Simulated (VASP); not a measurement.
# Li3Au: Au into a neighbouring Au vacancy, part 4 of 4

Aim: the barrier for one hop in Li3Au: Au into a neighbouring Au vacancy. The start is a cell from a database of measured crystal structures.

VASP 6.6.1; PBEsol; plane waves and PAW (Au, Li).

So far. Step 3 (Relax the start): The run ended after 7 ionic steps, 0.031 eV below its first step, once the forces on the free atoms met EDIFFG = -0.05. Step 4 (Relax the end): The run ended after 7 ionic steps, 0.022 eV below its first step, once the forces on the free atoms met EDIFFG = -0.05.

## 5. Nudged elastic band

Images on a straight line between the ends relax across the path, while springs keep them spaced along it.

INCAR

```
SYSTEM = Li4Au
PREC = Normal
ENCUT = 280
EDIFF = 1E-05
NELM = 120
ISMEAR = 1
SIGMA = 0.15
LREAL = Auto
ALGO = Fast
GGA = PS
NBANDS = 37
LWAVE = .FALSE.
LCHARG = .FALSE.
IMAGES = 3
SPRING = -5
IBRION = 1
POTIM = 0.3
NSW = 60
EDIFFG = -0.05
ISYM = 0
ISIF = 0
```

POSCAR

```
Li4Au
1.0
    6.2311467720      0.0000000000      0.0000000000
    0.0000000000      6.2311467720      0.0000000000
    0.0000000000      0.0000000000      6.2311467720
Au Li
3 12
Direct
    0.4994294055      0.4983890013      0.9988040196
    0.5001873742      0.9990036776      0.5002988236
    0.9989169278      0.4996385582      0.5007918696
    0.5016067693      0.4982633875      0.5034380123
    0.9997467687      0.9964363345      0.4973453725
    0.0007687096      0.5002366671      0.9992322706
    0.4977219121      0.9997564084      0.0008882008
    0.7476353440      0.7489247698      0.7484597116
    0.2497665346      0.2506977656      0.7478568238
    0.2525123217      0.7468521368      0.2540562752
    0.7487802994      0.2515461132      0.2511499548
    0.2549169988      0.2567304794      0.2554228146
    0.7438235043      0.7452668812      0.2540066916
    0.7451066512      0.2535019162      0.7476279184
    0.2531576797      0.7460555184      0.7458927066
```

KPOINTS

```
Automatic mesh
0
Monkhorst-Pack
3 3 3
0 0 0
```

00/POSCAR

```
Li4Au
1.0
    6.2311467720      0.0000000000      0.0000000000
    0.0000000000      6.2311467720      0.0000000000
    0.0000000000      0.0000000000      6.2311467720
Au Li
3 12
Direct
    0.4994294055      0.4983890013      0.9988040196
    0.5001873742      0.9990036776      0.5002988236
    0.9989169278      0.4996385582      0.5007918696
    0.5016067693      0.4982633875      0.5034380123
    0.9997467687      0.9964363345      0.4973453725
    0.0007687096      0.5002366671      0.9992322706
    0.4977219121      0.9997564084      0.0008882008
    0.7476353440      0.7489247698      0.7484597116
    0.2497665346      0.2506977656      0.7478568238
    0.2525123217      0.7468521368      0.2540562752
    0.7487802994      0.2515461132      0.2511499548
    0.2549169988      0.2567304794      0.2554228146
    0.7438235043      0.7452668812      0.2540066916
    0.7451066512      0.2535019162      0.7476279184
    0.2531576797      0.7460555184      0.7458927066
```

01/POSCAR

```
Li4Au
1.0
    6.2311467720      0.0000000000      0.0000000000
    0.0000000000      6.2311467720      0.0000000000
    0.0000000000      0.0000000000      6.2311467720
Au Li
3 12
Direct
    0.3749176617      0.3737799497      0.9987601386
    0.5002524703      0.9995396532      0.4999788378
    0.9992260786      0.5000162960      0.5004344382
    0.5017405544      0.4982785021      0.5023609536
    0.9995542274      0.9970546610      0.4978272433
    0.0009582390      0.5004873653      0.9987998925
    0.4979757797      1.0001981968      0.0001957201
    0.7490205825      0.7505185862      0.7478341306
    0.2487830608      0.2497958268      0.7472659022
    0.2512994316      0.7483912536      0.2541910774
    0.7502067498      0.2500551313      0.2512688110
    0.2525270686      0.2545293259      0.2550351717
    0.7455391937      0.7471821879      0.2529198616
    0.7476876338      0.2516770856      0.7472491978
    0.2518466389      0.7479737966      0.7455780959
```

02/POSCAR

```
Li4Au
1.0
    6.2311467720      0.0000000000      0.0000000000
    0.0000000000      6.2311467720      0.0000000000
    0.0000000000      0.0000000000      6.2311467720
Au Li
3 12
Direct
    0.2504059180      0.2491708980      0.9987162576
    0.5003175664      1.0000756288      0.4996588520
    0.9995352294      0.5003940338      0.5000770068
    0.5018743396      0.4982936166      0.5012838950
    0.9993616860      0.9976729875      0.4983091142
    0.0011477685      0.5007380635      0.9983675144
    0.4982296472      1.0006399853     -0.0004967605
    0.7504058210      0.7521124026      0.7472085495
    0.2477995869      0.2488938880      0.7466749805
    0.2500865414      0.7499303705      0.2543258796
    0.7516332002      0.2485641495      0.2513876672
    0.2501371384      0.2523281724      0.2546475288
    0.7472548831      0.7490974946      0.2518330316
    0.7502686164      0.2498522551      0.7468704773
    0.2505355982      0.7498920748      0.7452634852
```

03/POSCAR

```
Li4Au
1.0
    6.2311467720      0.0000000000      0.0000000000
    0.0000000000      6.2311467720      0.0000000000
    0.0000000000      0.0000000000      6.2311467720
Au Li
3 12
Direct
    0.1258941742      0.1245618464      0.9986723767
    0.5003826625      1.0006116044      0.4993388662
    0.9998443801      0.5007717715      0.4997195755
    0.5020081247      0.4983087312      0.5002068363
    0.9991691446      0.9982913140      0.4987909850
    0.0013372980      0.5009887616      0.9979351363
    0.4984835148      1.0010817738     -0.0011892412
    0.7517910594      0.7537062189      0.7465829684
    0.2468161130      0.2479919493      0.7460840588
    0.2488736512      0.7514694874      0.2544606819
    0.7530596505      0.2470731676      0.2515065233
    0.2477472082      0.2501270188      0.2542598860
    0.7489705725      0.7510128012      0.2507462017
    0.7528495990      0.2480274246      0.7464917568
    0.2492245574      0.7518103529      0.7449488745
```

04/POSCAR

```
Li4Au
1.0
    6.2311467720      0.0000000000      0.0000000000
    0.0000000000      6.2311467720      0.0000000000
    0.0000000000      0.0000000000      6.2311467720
Au Li
3 12
Direct
    0.0013824305     -0.0000472052      0.9986284957
    0.5004477586      1.0011475800      0.4990188804
    1.0001535309      0.5011495093      0.4993621441
    0.5021419098      0.4983238458      0.4991297776
    0.9989766033      0.9989096405      0.4992728558
    0.0015268274      0.5012394598      0.9975027582
    0.4987373824      1.0015235622     -0.0018817219
    0.7531762979      0.7553000353      0.7459573874
    0.2458326392      0.2470900105      0.7454931372
    0.2476607611      0.7530086042      0.2545954841
    0.7544861009      0.2455821858      0.2516253795
    0.2453572780      0.2479258653      0.2538722431
    0.7506862619      0.7529281079      0.2496593717
    0.7554305816      0.2462025940      0.7461130362
    0.2479135166      0.7537286311      0.7446342638
```

The projector-augmented-wave data sets are Au and Li (PBE family, release 64).

Run with:

```sh
> mpirun -np 3 vasp_std
```

What it wrote:

```text
[banner, memory and clock lines left out]
running    3 mpi-ranks, on    1 nodes
 each image running on    1 cores
[...]
01/POSCAR found :  2 types and      15 ions
 [... a notice as in an earlier step ...]

 LDA part: xc-table for (Slater+PW92), standard interpolation
[...]
00/POSCAR found :  2 types and      15 ions
[...]
04/POSCAR found :  2 types and      15 ions
 POSCAR, INCAR and KPOINTS ok, starting setup
[...]
entering main loop
       N       E                     dE             d eps       ncg     rms          rms(c)
DAV:   1     0.108816707559E+03    0.10882E+03   -0.11750E+04  1036   0.596E+02
DAV:   2    -0.328652756130E+02   -0.14168E+03   -0.12434E+03  1262   0.128E+02
DAV:   3    -0.396862186460E+02   -0.68209E+01   -0.67129E+01  1235   0.280E+01
DAV:   4    -0.397450652942E+02   -0.58847E-01   -0.58763E-01  1262   0.298E+00
[...]
RMM:  11    -0.363926001744E+02   -0.41733E-04   -0.10553E-03  1088   0.126E-01    0.464E-02
RMM:  12    -0.363926124164E+02   -0.12242E-04   -0.18354E-04  1076   0.538E-02    0.198E-02
RMM:  13    -0.363926120020E+02    0.41436E-06   -0.27393E-05   789   0.201E-02
   1 F= -.36392612E+02 E0= -.36384026E+02  d E =-.363926E+02
[... from here on, the cycles between the ionic steps are left out ...]
   2 F= -.37292681E+02 E0= -.37283886E+02  d E =-.900069E+00
   6 F= -.37978635E+02 E0= -.37970598E+02  d E =-.253938E-01
  11 F= -.38173203E+02 E0= -.38163018E+02  d E =-.488989E-01
  16 F= -.38400868E+02 E0= -.38388654E+02  d E =-.340625E-01
  21 F= -.38516172E+02 E0= -.38503915E+02  d E =-.169868E-01
  26 F= -.38528110E+02 E0= -.38515850E+02  d E =-.407621E-02
  31 F= -.38536806E+02 E0= -.38524544E+02  d E =-.300468E-02
  36 F= -.38549369E+02 E0= -.38537113E+02  d E =-.117073E-03
  41 F= -.38523626E+02 E0= -.38511371E+02  d E =0.865078E-02
  46 F= -.38548376E+02 E0= -.38536102E+02  d E =-.144131E-01
  51 F= -.38563137E+02 E0= -.38550870E+02  d E =-.178680E-01
  56 F= -.38543474E+02 E0= -.38531217E+02  d E =0.634077E-03
  59 F= -.38540208E+02 E0= -.38527948E+02  d E =-.940270E-04
  60 F= -.38536685E+02 E0= -.38524428E+02  d E =0.352352E-02
 BRION: g(F)=  0.968E-02 g(S)=  0.000E+00 retain N=  6 mean eig= 3.68
 eig:   7.608  3.389  3.389  0.416  0.872  6.407
```

It took 3.8 min on 3 MPI ranks of Intel Xeon 6975P-C (Granite Rapids), shared host; peak memory 0.49 GiB.

OUTCAR, selected parts (step 5):

```text
  tangential force (eV/A)        -1.494225
  left and right image   1.759732  1.742177 A

  tangential force (eV/A)        -1.494355
  left and right image   1.759941  1.742239 A

 k-point     1 :       0.0000    0.0000    0.0000
  band No.  band energies     occupation
    ...
     18      -0.6520      2.00000
     19       1.4952      2.00000
     20       1.6214      2.00000
     21       1.6682      2.00000
     22       2.2400      2.00014
     23       2.8375     -0.03380
     24       2.8539     -0.05812
     25       2.9728     -0.02613
     26       3.4613     -0.00000
     27       3.5903     -0.00000
    ...

 POSITION                                       TOTAL-FORCE (eV/Angst)
 -----------------------------------------------------------------------------------
      2.38502      2.38917      6.20961         0.963431      0.950518     -0.024813
      3.09151      5.90945      3.10270        -0.165592     -0.000486     -0.002821
      5.89928      3.09048      3.11069         0.003782     -0.168018      0.009598
      3.13779      3.11325      3.14369        -0.193406     -0.189066      0.016345
      5.72148      5.71843      3.06511         0.093500      0.083709     -0.016486
     -0.06026      2.85871      6.21891         0.005770     -0.182142      0.001222
      2.82668     -0.06074      0.00486        -0.182707      0.005203      0.007312
      4.46266      4.47940      4.89524        -0.072649     -0.071849     -0.061653
      1.22909      1.22994      4.31180         0.001772     -0.001176      0.336215
      1.44542      4.44350      1.58525        -0.085641     -0.083582      0.007371
      4.45708      1.43802      1.57096        -0.082652     -0.081005      0.003163
      1.25277      1.26869      1.90535        -0.005954     -0.008509     -0.328555
      4.42793      4.43246      1.30945        -0.101405     -0.098330      0.067975
      4.47890      1.41008      4.65123        -0.090039     -0.078808     -0.008530
      1.42892      4.46745      4.63222        -0.088211     -0.076460     -0.006343
 -----------------------------------------------------------------------------------
    total drift:                               -0.030002     -0.033484      0.009690

  FREE ENERGIE OF THE ION-ELECTRON SYSTEM (eV)
  ---------------------------------------------------
  free  energy   TOTEN  =       -38.5366848131 eV

  energy  without entropy=      -38.4999141855  energy(sigma->0) =      -38.52442794

  tangential force (eV/A)        -1.494378
  left and right image   1.754771  1.736916 A

[... 5 parts as in an earlier step ...]

[... 10 further parts left out ...]
[key lines of the parts left out:]
E-fermi :   2.6974
```

CONTCAR:

```
Li4Au
   1.00000000000000
     6.2311467719999998    0.0000000000000000    0.0000000000000000
     0.0000000000000000    6.2311467719999998    0.0000000000000000
     0.0000000000000000    0.0000000000000000    6.2311467719999998
  Au              Li
     3    12
Direct
     0.3827585197664340    0.3834236365325784    0.9965444402796630
     0.4961374701674773    0.9483726022221118    0.4979332602817462
     0.9467408359563786    0.4959729832637040    0.4992164464829198
     0.5035651316041578    0.4996274970042626    0.5045120060609031
     0.9182058666849303    0.9177164890650680    0.4919013510229033
    -0.0096712008056724    0.4587776595213433    0.9980366276216246
     0.4536377352801680   -0.0097481102641216    0.0007798181352873
     0.7161860516189469    0.7188722541756930    0.7856075394387367
     0.1972501790131095    0.1973863239673517    0.6919752981933635
     0.2319672059006440    0.7131105653050753    0.2544076956482312
     0.7152902122546940    0.2307785566723945    0.2521135832231235
     0.2010489627205321    0.2036045898594528    0.3057776477058506
     0.7106121190070305    0.7113395025551693    0.2101451772966778
     0.7187925342773233    0.2262950467223017    0.7464484587921103
     0.2293193193949760    0.7169548723892522    0.7433977557593245
```

The band used up its steps before its forces met the threshold, so no barrier is taken from it.

## 6. Outcome

- result: none

**Reading.** The session ends without its result: «nudged elastic band» used up its steps.

[Lines on the potential files, build, host, timing and source positions are cut from VASP's logs without a mark.]

[Logs are printed without paths, hosts, clocks, repeated set-up lines and the standing remarks that a program may print on its own settings, such as how far it seeks lower states.]

[Hosts, paths, dates, database ids (printed as entryN), source tags and the programs' standing remarks are cut or masked in the printed files.]

[Runs that stopped without an error message from VASP are left out.]
